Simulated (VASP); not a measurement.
A VASP calculation is set up with these files.

**POSCAR**
```
Ta
3.3008040
 -0.4999999939   0.4999999939   0.4999999939
  0.4999999939  -0.4999999939   0.4999999939
  0.4999999939   0.4999999939  -0.4999999939
Ta
1
Direct
  0.0000000000   0.0000000000   0.0000000000
```

INCAR:
```
! general
SYSTEM  =Ta
PREC    =Accurate
ENCUT   =520   ! plane-wave cut-off (eV)
LREAL   =F   ! projection in real space or not
LASPH   =T   ! aspherical one-centre terms

! electronic loop
EDIFF   =1E-7   ! SCF stop (eV)
NELM    =100   ! most electronic steps
ALGO    =Normal
LMAXMIX =6

! smearing
ISMEAR  =-5   ! tetrahedra, Bloechl

! functional
GGA     =MK
LUSE_VDW=T
AGGAC   =0.0
PARAM1  =0.1234568
PARAM2  =0.7114
ZAB_VDW =-1.8867

! ions
ISIF    =2   ! forces and stress, cell fixed

! output
LWAVE   =F
LCHARG  =T
LORBIT  =11
NEDOS   =601
```

KPOINTS:
```
Automatic mesh
0
G
17 17 17
```

POTCAR, in this order: Ta_pv (PBE.64 set). Program: vasp_std.

Question: Translate this rev-vdW-DF2 calculation to Quantum ESPRESSO's pw.x.

Answer: One equivalent input (not run):
```
&CONTROL
  calculation = 'scf'
  pseudo_dir = './pseudo'
  outdir = './out'
  tprnfor = .true.
  tstress = .true.
/
&SYSTEM
  ibrav = 0
  nat = 1
  ntyp = 1
  ecutwfc = 58
  occupations = 'tetrahedra'
  input_dft = 'vdw-df2-b86r'
/
&ELECTRONS
  conv_thr = 7.3e-09
  electron_maxstep = 100
/
ATOMIC_SPECIES
  Ta 180.948 Ta.upf
CELL_PARAMETERS angstrom
    -1.6504020    1.6504020    1.6504020
     1.6504020   -1.6504020    1.6504020
     1.6504020    1.6504020   -1.6504020
ATOMIC_POSITIONS crystal
  Ta   0.0000000  0.0000000  0.0000000
K_POINTS automatic
  17 17 17 0 0 0
```
Limits of the translation: the potentials are each code's own (VASP's PAW set, PseudoDojo norm-conserving files in pw.x), so ENCUT and ecutwfc are chosen apart and not converted; conv_thr bounds pw.x's estimated SCF error, while EDIFF bounds the energy change between steps.

The compound is Ta in the bcc structure. It was relaxed first.
